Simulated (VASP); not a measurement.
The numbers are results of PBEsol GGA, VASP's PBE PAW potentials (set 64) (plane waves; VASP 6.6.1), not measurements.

The input files of a VASP run:

POSCAR:
```
TaTe
1.0
  0.0000000000   3.3264000000   3.3264000000
  3.3264000000   0.0000000000   3.3264000000
  3.3264000000   3.3264000000   0.0000000000
Ta Te
1 1
direct
  0.0000000000   0.0000000000   0.0000000000
  0.5000000000   0.5000000000   0.5000000000
```

INCAR:
```
# general
SYSTEM  = TaTe
PREC    = Accurate
ENCUT   = 400
LREAL   = .FALSE.   # projection in real space or not
LASPH   = .TRUE.   # aspherical one-centre terms

# electronic loop
EDIFF   = 1E-6   # SCF stop (eV)
NELM    = 100   # most electronic steps
ALGO    = Normal   # blocked Davidson
LMAXMIX = 6

# smearing
ISMEAR  = 1   # Methfessel-Paxton
SIGMA   = 0.1   # width (eV)

# functional
GGA     = PS   # PBEsol

# ions
IBRION  = 2
NSW     = 60
ISIF    = 3
EDIFFG  = -0.01   # ionic stop

# output
LWAVE   = .FALSE.
LCHARG  = .FALSE.
```

File KPOINTS:
```
Automatic mesh
0
Gamma
9 9 9
0 0 0
```

POTCAR, in this order: Ta_pv Te (PBE.64 set). Program: vasp_std.

What VASP printed:

OSZICAR:
```
       N       E                     dE             d eps       ncg     rms          rms(c)
DAV:   1     0.485137364918E+02    0.48514E+02   -0.72955E+03  1024   0.934E+02
DAV:   2    -0.102813159061E+02   -0.58795E+02   -0.56538E+02  1032   0.190E+02
DAV:   3    -0.131565122688E+02   -0.28752E+01   -0.27897E+01  1080   0.360E+01
DAV:   4    -0.132683915940E+02   -0.11188E+00   -0.10369E+00  1352   0.597E+00
DAV:   5    -0.132729537450E+02   -0.45622E-02   -0.45087E-02  1168   0.716E-01    0.834E+00
DAV:   6    -0.119661160220E+02    0.13068E+01   -0.79121E+00   988   0.144E+01    0.220E+00
DAV:   7    -0.119213760524E+02    0.44740E-01   -0.45155E-01  1024   0.357E+00    0.110E+00
DAV:   8    -0.119105530829E+02    0.10823E-01   -0.54553E-02  1092   0.128E+00    0.565E-01
DAV:   9    -0.119103360846E+02    0.21700E-03   -0.34904E-03  1332   0.316E-01    0.424E-01
DAV:  10    -0.119104023666E+02   -0.66282E-04   -0.10402E-03   940   0.283E-01    0.457E-02
DAV:  11    -0.119103586116E+02    0.43755E-04   -0.23646E-04  1092   0.103E-01    0.243E-02
DAV:  12    -0.119103581447E+02    0.46693E-06   -0.10003E-05  1024   0.201E-02    0.342E-03
DAV:  13    -0.119103580624E+02    0.82265E-07   -0.41805E-07   660   0.332E-03
   1 F= -.11910358E+02 E0= -.11911096E+02  d E =-.119104E+02
       N       E                     dE             d eps       ncg     rms          rms(c)
DAV:   1    -0.514446273255E+02   -0.39534E+02   -0.93513E+02   844   0.284E+02    0.515E+01
DAV:   2    -0.217147395415E+02    0.29730E+02   -0.60402E+01   892   0.959E+01    0.171E+01
DAV:   3    -0.144413900069E+02    0.72733E+01   -0.18303E+01   904   0.467E+01    0.113E+01
DAV:   4    -0.142523019305E+02    0.18909E+00   -0.20200E+00   884   0.109E+01    0.562E+00
DAV:   5    -0.141475272929E+02    0.10477E+00   -0.43870E-01   948   0.711E+00    0.408E+00
DAV:   6    -0.141571632447E+02   -0.96360E-02   -0.29872E-02   992   0.173E+00    0.296E-01
DAV:   7    -0.141570571260E+02    0.10612E-03   -0.13543E-03   972   0.287E-01    0.175E-01
DAV:   8    -0.141570785860E+02   -0.21460E-04   -0.12600E-04   964   0.895E-02    0.206E-02
DAV:   9    -0.141604633827E+02   -0.33848E-02   -0.80240E-06  1000   0.208E-02    0.107E-02
DAV:  10    -0.141606793304E+02   -0.21595E-03   -0.21592E-03   500   0.810E-03    0.119E-02
DAV:  11    -0.141606822572E+02   -0.29268E-05   -0.27814E-05   472   0.715E-03    0.106E-02
DAV:  12    -0.141606823081E+02   -0.50983E-07   -0.36143E-07   456   0.437E-03
   2 F= -.14160682E+02 E0= -.14160250E+02  d E =-.225032E+01
       N       E                     dE             d eps       ncg     rms          rms(c)
DAV:   1    -0.166264089953E+02   -0.24657E+01   -0.62039E+01   880   0.965E+01    0.108E+01
DAV:   2    -0.148646369346E+02    0.17618E+01   -0.45332E+00   876   0.194E+01    0.351E+00
DAV:   3    -0.145928942854E+02    0.27174E+00   -0.51639E-01   996   0.639E+00    0.109E+00
DAV:   4    -0.145610437399E+02    0.31851E-01   -0.12229E-01   940   0.276E+00    0.618E-01
DAV:   5    -0.145620506574E+02   -0.10069E-02   -0.30862E-03   980   0.512E-01    0.520E-01
DAV:   6    -0.145630695203E+02   -0.10189E-02   -0.20224E-03   984   0.401E-01    0.115E-01
DAV:   7    -0.145630586253E+02    0.10895E-04   -0.63242E-05   928   0.787E-02    0.457E-02
DAV:   8    -0.145630602861E+02   -0.16609E-05   -0.20140E-05   928   0.334E-02    0.252E-02
DAV:   9    -0.145630593955E+02    0.89063E-06   -0.35205E-06   904   0.160E-02
   3 F= -.14563059E+02 E0= -.14563012E+02  d E =-.265270E+01
       N       E                     dE             d eps       ncg     rms          rms(c)
DAV:   1    -0.145742361366E+02   -0.11176E-01   -0.29470E-01   892   0.620E+00    0.749E-01
DAV:   2    -0.145656393424E+02    0.85968E-02   -0.18897E-02   880   0.131E+00    0.242E-01
DAV:   3    -0.145641423227E+02    0.14970E-02   -0.32251E-03  1016   0.510E-01    0.688E-02
DAV:   4    -0.145640367250E+02    0.10560E-03   -0.44461E-04   908   0.165E-01    0.430E-02
DAV:   5    -0.145640459111E+02   -0.91861E-05   -0.22175E-05  1036   0.444E-02    0.213E-02
DAV:   6    -0.145640484834E+02   -0.25722E-05   -0.46188E-06   928   0.142E-02    0.264E-03
DAV:   7    -0.145640482082E+02    0.27516E-06   -0.29658E-07   448   0.427E-03
   4 F= -.14564048E+02 E0= -.14564106E+02  d E =-.265369E+01
       N       E                     dE             d eps       ncg     rms          rms(c)
DAV:   1    -0.145673247530E+02   -0.32763E-02   -0.97095E-02   888   0.358E+00    0.428E-01
DAV:   2    -0.145644829951E+02    0.28418E-02   -0.63014E-03   888   0.748E-01    0.138E-01
DAV:   3    -0.145639919178E+02    0.49108E-03   -0.10546E-03  1020   0.291E-01    0.390E-02
DAV:   4    -0.145639532155E+02    0.38702E-04   -0.14693E-04   908   0.944E-02    0.241E-02
DAV:   5    -0.145639542774E+02   -0.10619E-05   -0.73509E-06  1028   0.254E-02    0.124E-02
DAV:   6    -0.145639542662E+02    0.11180E-07   -0.16102E-06   728   0.832E-03
   5 F= -.14563954E+02 E0= -.14563953E+02  d E =0.939420E-04
       N       E                     dE             d eps       ncg     rms          rms(c)
DAV:   1    -0.145652805632E+02   -0.13263E-02   -0.32368E-02   880   0.206E+00    0.248E-01
DAV:   2    -0.145643371253E+02    0.94344E-03   -0.20828E-03   876   0.432E-01    0.804E-02
DAV:   3    -0.145641735526E+02    0.16357E-03   -0.35385E-04  1024   0.169E-01    0.227E-02
DAV:   4    -0.145641628000E+02    0.10753E-04   -0.48611E-05   896   0.544E-02    0.140E-02
DAV:   5    -0.145641642502E+02   -0.14502E-05   -0.23772E-06   860   0.147E-02    0.694E-03
DAV:   6    -0.145641647504E+02   -0.50020E-06   -0.48578E-07   444   0.530E-03
   6 F= -.14564165E+02 E0= -.14564199E+02  d E =-.116542E-03
```

OUTCAR:
```
------------------------ aborting loop because EDIFF is reached ----------------------------------------
  FORCE on cell =-STRESS in cart. coord.  units (eV):
  Direction    XX          YY          ZZ          XY          YZ          ZX
  --------------------------------------------------------------------------------------
  Total        0.0015071      0.0015071      0.0015071     -0.0000000     -0.0000000      0.0000000
  in kB        0.0542260      0.0542260      0.0542260     -0.0000000     -0.0000000      0.0000000
  external PRESSURE =       0.0542260 kB  Pullay stress =       0.0000000 kB
  volume of cell :       44.53
      direct lattice vectors                 reciprocal lattice vectors
     0.000000000  2.813246795  2.813246795    -0.177730585  0.177730585  0.177730585
     2.813246795  0.000000000  2.813246795     0.177730585 -0.177730585  0.177730585
     2.813246795  2.813246795  0.000000000     0.177730585  0.177730585 -0.177730585
 POSITION                                       TOTAL-FORCE (eV/Angst)
 -----------------------------------------------------------------------------------
      2.81325      2.81325      0.00000         0.000000     -0.000000     -0.000000
      2.81325      2.81325      2.81325         0.000000      0.000000      0.000000
 -----------------------------------------------------------------------------------
    total drift:                                0.000000     -0.000000     -0.000000
  FREE ENERGIE OF THE ION-ELECTRON SYSTEM (eV)
  ---------------------------------------------------
  free  energy   TOTEN  =       -14.5641647504 eV

  energy  without entropy=      -14.5642668763  energy(sigma->0) =      -14.56419879

 reached required accuracy - stopping structural energy minimisation
```
(Selected blocks of OUTCAR.)

**CONTCAR**
```
TaTe
   1.00000000000000
     0.0000000000000000    2.8132467949327755    2.8132467949327755
     2.8132467949327755    0.0000000000000000    2.8132467949327755
     2.8132467949327755    2.8132467949327755    0.0000000000000000
  Ta              Te
     1     1
Direct
     0.0000000000000000    0.0000000000000000    1.0000000000000000
     0.5000000000000000    0.5000000000000000    0.5000000000000000
```

OUTCAR:
```
 val. band max:        8.5887607117   @ k =  -0.2222   0.3333   0.1111

 cond. band min:       8.6303891927   @ k =   0.4444   0.3333   0.1111


 Fermi energy:         8.5958997859

 k-point     1 :       0.0000    0.0000    0.0000
  band No.  band energies     occupation
      1     -26.7708      2.00000
      2     -26.7708      2.00000
      3     -26.7708      2.00000
      4      -5.9638      2.00000
      5       6.8551      2.00000
      6       6.8551      2.00000
      7       6.8551      2.00000
      8       7.0196      2.00000
      9       7.0196      2.00000
     10       7.0196      2.00000
     11       7.5327      2.00000
     12       7.5327      2.00000

 k-point     2 :       0.1111    0.0000    0.0000
  band No.  band energies     occupation
      1     -26.7782      2.00000
      2     -26.7711      2.00000
      3     -26.7711      2.00000
      4      -5.8003      2.00000
      5       5.3350      2.00000
      6       5.7708      2.00000
      7       5.7708      2.00000
      8       7.2466      2.00000
      9       7.2466      2.00000
     10       7.6300      2.00000
     11       8.7818     -0.02457
     12       8.7818     -0.02457

 k-point     3 :       0.2222    0.0000    0.0000
  band No.  band energies     occupation
      1     -26.7968      2.00000
      2     -26.7718      2.00000
      3     -26.7718      2.00000
      4      -5.3374      2.00000
      5       3.4637      2.00000
      6       4.7404      2.00000
      7       4.7404      2.00000
      8       7.6869      2.00000
      9       7.6869      2.00000
     10       7.8999      2.00000
     11      10.4804     -0.00000
     12      10.4804     -0.00000

 k-point     4 :       0.3333    0.0000    0.0000
  band No.  band energies     occupation
      1     -26.8178      2.00000
      2     -26.7726      2.00000
      3     -26.7726      2.00000
      4      -4.6798      2.00000
      5       1.8066      2.00000
      6       4.0291      2.00000
...
```

Energy and stress use the plane-wave basis of the starting cell. Unless said otherwise, spin-orbit coupling is left out, though it shifts the bands of the heavy elements here.

The structure was generated: TaTe was put into the rock salt type (Fm-3m), which need not be its known phase. This run relaxes it. Symmetry was kept, so distortions that lower it aren't found. The electron count is odd and the run is not spin-polarised, which forces a metal. VASP warned that the highest band is occupied, so more bands are needed.
